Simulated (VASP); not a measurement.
A VASP calculation is set up with these files.

### POSCAR
```
CsSnI3
1.0
  6.0888277484   0.0000000000   0.0000000000
  0.0000000000   6.0888277484   0.0000000000
  0.0000000000   0.0000000000   6.0888277484
Cs Sn I
1 1 3
Cart
  0.0000000000   0.0000000000   0.0000000000
  3.0444138742   3.0444138742   3.0444138742
  3.0444138742   0.0000000000   3.0444138742
  0.0000000000   3.0444138742   3.0444138742
  3.0444138742   3.0444138742   0.0000000000
```

File KPOINTS:
```
Automatic mesh
0
Gamma
4 4 4
0 0 0
```

INCAR:
```
SYSTEM = CsSnI3
PREC = Accurate
ENCUT = 520
EDIFF = 1E-6
NELM = 100
ALGO = Normal
LREAL = .FALSE.
LASPH = .TRUE.
ISMEAR = 0
SIGMA = 0.05
GGA = MK
PARAM1 = 0.1234
PARAM2 = 1.0
LUSE_VDW = .TRUE.
AGGAC = 0.0
LMAXMIX = 4
LWAVE = .FALSE.
LCHARG = .FALSE.
IBRION = 2
ISIF = 3
NSW = 60
EDIFFG = -0.02
```

POTCAR, in this order: Cs_sv Sn_d I (PBE.64 set). Program: vasp_std.

Q: Translate this optB86b-vdW calculation to Quantum ESPRESSO's pw.x.

A: One equivalent input (not run):
```
&CONTROL
  calculation = 'vc-relax'
  pseudo_dir = './pseudo'
  outdir = './out'
  tprnfor = .true.
  tstress = .true.
  nstep = 60
  forc_conv_thr = 0.00078
/
&SYSTEM
  ibrav = 0
  nat = 5
  ntyp = 3
  ecutwfc = 72
  occupations = 'smearing'
  smearing = 'gaussian'
  degauss = 0.003675
  input_dft = 'vdw-df-ob86'
/
&ELECTRONS
  conv_thr = 7.3e-08
  electron_maxstep = 100
/
&IONS
/
&CELL
/
ATOMIC_SPECIES
  Cs 132.905 Cs.upf
  Sn 118.710 Sn.upf
  I 126.904 I.upf
CELL_PARAMETERS angstrom
     6.0888277    0.0000000   -0.0000000
     0.0000000    6.0888277    0.0000000
    -0.0000000    0.0000000    6.0888277
ATOMIC_POSITIONS crystal
  Cs   0.0000000  0.0000000  0.0000000
  Sn   0.5000000  0.5000000  0.5000000
  I    0.5000000  0.0000000  0.5000000
  I    0.0000000  0.5000000  0.5000000
  I    0.5000000  0.5000000  0.0000000
K_POINTS automatic
  4 4 4 0 0 0
```
Limits of the translation: the potentials are each code's own (VASP's PAW set, PseudoDojo norm-conserving files in pw.x), so ENCUT and ecutwfc are chosen apart and not converted; conv_thr bounds pw.x's estimated SCF error, while EDIFF bounds the energy change between steps; forc_conv_thr acts on force components and is met together with etot_conv_thr.

The compound is CsSnI3 in the cubic perovskite structure, the ideal cubic form; the compound distorts at low or room temperature. This run relaxes it. Symmetry was kept, so distortions that lower it aren't found. The start is the result of an earlier pass.
